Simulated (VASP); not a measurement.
The system is NaF.

```xyz
2
Lattice="0.0000 2.3150 2.3150 2.3150 0.0000 2.3150 2.3150 2.3150 0.0000" Properties=species:S:1:pos:R:3 pbc="T T T"
Na    0.0000    0.0000    0.0000
F     2.3150    2.3150    2.3150
```

The cell was built by a generator and needn't be a form met in nature.

* Program: VASP 6.6.1
* Task: relaxation of cell and atoms
* Functional: r2SCAN
* Potentials or basis: VASP PAW PBE potentials, release 64 (Na_pv, F)
* Cutoff: 600 eV
* k mesh: 10 × 10 × 10
* Occupations: gaussian, width 0.02 eV
* Spin: no spin polarisation

At the start: pressure -1.9 GPa; volume 12.41 Å³/atom.

**Question.** Where does the relaxation end?

**Answer.** Over 5 steps the energy falls by 3.2 meV/atom and the volume is 11.95 Å³/atom (-3.7 %); space group Fm-3m (No. 225, to 0.05 Å).

Step by step:
| step | energy change (eV) | largest force (eV/Å) | pressure (GPa) | volume (Å³) |
| --- | --- | --- | --- | --- |
| 1 | 0.0000 | 0.0000 | -1.95 | 24.81 |
| 2 | -0.0051 | 0.0000 | -0.85 | 24.27 |
| 3 | -0.0061 | 0.0000 | -0.40 | 24.07 |
| 4 | -0.0062 | 0.0000 | 0.57 | 23.67 |
| 5 | -0.0064 | 0.0000 | 0.00 | 23.90 |

Final structure:
```xyz
2
Lattice="0.0000 2.2863 2.2863 2.2863 0.0000 2.2863 2.2863 2.2863 0.0000" Properties=species:S:1:pos:R:3 pbc="T T T"
Na    0.0000    0.0000    0.0000
F     2.2863    2.2863    2.2863
```

Caveat: the PAW data sets were made with another functional, which shifts forces and pressure a little.
